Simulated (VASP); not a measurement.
A VASP calculation is set up with these files.

File KPOINTS:
```
Automatic mesh
0
Gamma
6 6 6
0 0 0
```

### INCAR
```
SYSTEM = CdS
PREC = Accurate
ENCUT = 400
EDIFF = 1E-6
NELM = 100
ALGO = Normal
LREAL = .FALSE.
LASPH = .TRUE.
ISMEAR = 0
SIGMA = 0.05
GGA = PE
LMAXMIX = 4
LWAVE = .FALSE.
LCHARG = .FALSE.
ISIF = 2
ISPIN = 2
MAGMOM = 1.0 1.0 1.0
```

File POSCAR:
```
CdS
1
    0.0000000000     2.9682000000     2.9682000000
    2.9682000000     0.0000000000     2.9682000000
    2.9682000000     2.9682000000     0.0000000000
Cd S
1 1
Direct
  0.0000000000   0.0000000000   0.0000000000
  0.2500000000   0.2500000000   0.2500000000
```

POTCAR, in this order: Cd S (PBE.64 set). Program: vasp_std.

Question: One choice in this input is risky. Which, and does it do harm here?

Answer: The risk: MAGMOM holds more values than there are atoms. Here it does no harm: the run (PBE GGA, plane waves, VASP's PBE PAW potentials (set 64)) converges to the same energy and pressure as with the safe setting.
OSZICAR:
```
       N       E                     dE             d eps       ncg     rms          rms(c)
DAV:   1     0.907723230205E+02    0.90772E+02   -0.79759E+03   936   0.947E+02
DAV:   2    -0.262246829191E+01   -0.93395E+02   -0.89282E+02  1094   0.251E+02
DAV:   3    -0.630401710392E+01   -0.36815E+01   -0.36742E+01  1034   0.521E+01
DAV:   4    -0.632879968685E+01   -0.24783E-01   -0.24781E-01  1106   0.416E+00
DAV:   5    -0.632916363285E+01   -0.36395E-03   -0.36394E-03  1070   0.479E-01    0.940E+00
DAV:   6    -0.613495033723E+01    0.19421E+00   -0.10311E+00  1210   0.128E+01    0.640E+00
DAV:   7    -0.613887395813E+01   -0.39236E-02   -0.21389E-01   908   0.358E+00    0.372E+00
DAV:   8    -0.614342677702E+01   -0.45528E-02   -0.27527E-02   908   0.148E+00    0.133E+00
DAV:   9    -0.614266068749E+01    0.76609E-03   -0.27607E-03   920   0.436E-01    0.406E-01
DAV:  10    -0.614241881241E+01    0.24188E-03   -0.47879E-04   956   0.218E-01    0.106E-01
DAV:  11    -0.614255905275E+01   -0.14024E-03   -0.96838E-05   944   0.964E-02    0.782E-02
DAV:  12    -0.614263940083E+01   -0.80348E-04   -0.43099E-05   920   0.521E-02    0.536E-02
DAV:  13    -0.614266296409E+01   -0.23563E-04   -0.21188E-05   932   0.321E-02    0.832E-03
DAV:  14    -0.614266567506E+01   -0.27110E-05   -0.19472E-06   936   0.103E-02    0.236E-03
DAV:  15    -0.614266652295E+01   -0.84789E-06   -0.10290E-06   846   0.626E-03
   1 F= -.61426665E+01 E0= -.61426665E+01  d E =-.381697E-12  mag=    -0.0000
```

The compound is CdS in the zinc blende structure, a metastable form; wurtzite is the usual one. The cell was not relaxed at this level.
